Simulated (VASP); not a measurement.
These are PBE GGA, VASP's PBE PAW potentials (set 64) (plane waves; VASP) values and carry that method's errors.

Input for VASP

### INCAR
```
SYSTEM = NaI
PREC = Accurate
ENCUT = 400
EDIFF = 1E-7
NELM = 100
ALGO = Normal
LREAL = .FALSE.
LASPH = .TRUE.
ISMEAR = 0
SIGMA = 0.05
GGA = PE
LMAXMIX = 4
LWAVE = .FALSE.
LCHARG = .FALSE.
LORBIT = 11
ICHARG = 11
```

KPOINTS:
```
k-points along high-symmetry lines
15
Line-mode
Reciprocal
  0.000000   0.000000   0.000000 ! GAMMA
  0.500000   0.000000   0.500000 ! X

  0.500000   0.000000   0.500000 ! X
  0.625000   0.250000   0.625000 ! U

  0.375000   0.375000   0.750000 ! K
  0.000000   0.000000   0.000000 ! GAMMA

  0.000000   0.000000   0.000000 ! GAMMA
  0.500000   0.500000   0.500000 ! L

  0.500000   0.500000   0.500000 ! L
  0.500000   0.250000   0.750000 ! W

  0.500000   0.250000   0.750000 ! W
  0.500000   0.000000   0.500000 ! X
```

File POSCAR:
```
NaI
1
    0.0000000000     3.2566474738     3.2566474738
    3.2566474738     0.0000000000     3.2566474738
    3.2566474738     3.2566474738     0.0000000000
Na I
1 1
Direct
  0.0000000000   0.0000000000   0.0000000000
  0.5000000000   0.5000000000   0.5000000000
```

POTCAR, in this order: Na_pv I (PBE.64 set). Program: vasp_std. Read from the step before: CHGCAR.

The run wrote:

OSZICAR:
```
       N       E                     dE             d eps       ncg     rms          rms(c)
DAV:   1     0.687686946972E+02    0.68769E+02   -0.60494E+03  2002   0.934E+02
DAV:   2     0.318597317068E+00   -0.68450E+02   -0.64041E+02  2169   0.212E+02
DAV:   3    -0.481981387304E+01   -0.51384E+01   -0.51147E+01  2411   0.617E+01
DAV:   4    -0.495391239484E+01   -0.13410E+00   -0.13403E+00  2497   0.107E+01
DAV:   5    -0.495712688577E+01   -0.32145E-02   -0.32144E-02  2339   0.161E+00
DAV:   6    -0.495728310154E+01   -0.15622E-03   -0.15622E-03  2887   0.340E-01
DAV:   7    -0.495728475626E+01   -0.16547E-05   -0.16547E-05  2332   0.271E-02
DAV:   8    -0.495728485165E+01   -0.95397E-07   -0.95402E-07  2047   0.561E-03
   1 F= -.49572849E+01 E0= -.49572849E+01  d E =-.508604E-18
```

### OUTCAR
```
 val. band max:        0.6779098765   @ k =   0.0000   0.0000   0.0000

 cond. band min:       4.2686260166   @ k =   0.0000   0.0000   0.0000



 k-point     1 :       0.0000    0.0000    0.0000
  band No.  band energies     occupation
      1     -21.7802      2.00000
      2     -21.7802      2.00000
      3     -21.7802      2.00000
      4     -10.2926      2.00000
      5       0.6779      2.00000
      6       0.6779      2.00000
      7       0.6779      2.00000
      8       4.2686      0.00000
      9       8.6062      0.00000
     10       8.6062      0.00000
     11       8.6062      0.00000

 k-point     2 :       0.0357    0.0000    0.0357
  band No.  band energies     occupation
      1     -21.7802      2.00000
      2     -21.7802      2.00000
      3     -21.7802      2.00000
      4     -10.2880      2.00000
      5       0.6325      2.00000
      6       0.6672      2.00000
      7       0.6672      2.00000
      8       4.3344      0.00000
      9       8.5309      0.00000
     10       8.6354      0.00000
     11       8.6354      0.00000

 k-point     3 :       0.0714    0.0000    0.0714
  band No.  band energies     occupation
      1     -21.7805      2.00000
      2     -21.7803      2.00000
      3     -21.7803      2.00000
      4     -10.2744      2.00000
      5       0.5071      2.00000
      6       0.6358      2.00000
      7       0.6358      2.00000
      8       4.5193      0.00000
      9       8.3369      0.00000
     10       8.7217      0.00000
     11       8.7217      0.00000

 k-point     4 :       0.1071    0.0000    0.1071
  band No.  band energies     occupation
      1     -21.7809      2.00000
      2     -21.7804      2.00000
      3     -21.7804      2.00000
      4     -10.2525      2.00000
      5       0.3267      2.00000
      6       0.5863      2.00000
      7       0.5863      2.00000
      8       4.7933      0.00000
      9       8.0820      0.00000
     10       8.8615      0.00000
...
```

The density is held fixed in this step, so its total energy and stress have no physical meaning. Unless said otherwise, spin-orbit coupling is left out, though it shifts the bands of the heavy elements here.

The compound is NaI in the rock salt structure. It was relaxed first.
